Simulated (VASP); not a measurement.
Crystal: Nb.

```
Nb
1.0
    -1.65882    1.65882    1.65882
     1.65882   -1.65882    1.65882
     1.65882    1.65882   -1.65882
Nb
1
Direct
  0.00000 0.00000 0.00000
```

- Program: VASP 6.6.1
- Task: relaxation of cell and atoms
- Functional: PBEsol
- Potentials or basis: VASP PAW PBE potentials, release 64 (Nb_pv)
- Cutoff: 580 eV
- k mesh: 18 × 18 × 18
- Occupations: gaussian, width 0.1 eV
- Spin: no spin polarisation

At the start: pressure -4.9 GPa; volume 18.26 Å³/atom.

Question: How do energy, volume and symmetry change on relaxing?

Answer: Over 4 steps the energy falls by 8.0 meV/atom and the volume is 17.75 Å³/atom (-2.8 %); space group Im-3m (No. 229, to 0.05 Å).

The path:
| step | energy change (eV) | largest force (eV/Å) | pressure (GPa) | volume (Å³) |
| --- | --- | --- | --- | --- |
| 1 | 0.0000 | 0.0000 | -4.94 | 18.26 |
| 2 | 0.0233 | 0.0000 | 11.10 | 16.81 |
| 3 | -0.0080 | 0.0000 | -0.10 | 17.76 |
| 4 | -0.0080 | 0.0000 | 0.01 | 17.75 |

Final structure:
```
Nb
1.0
    -1.64329    1.64329    1.64329
     1.64329   -1.64329    1.64329
     1.64329    1.64329   -1.64329
Nb
1
Direct
  0.00000 0.00000 0.00000
```

Caveat: the PAW data sets were made with another functional, which shifts forces and pressure a little.
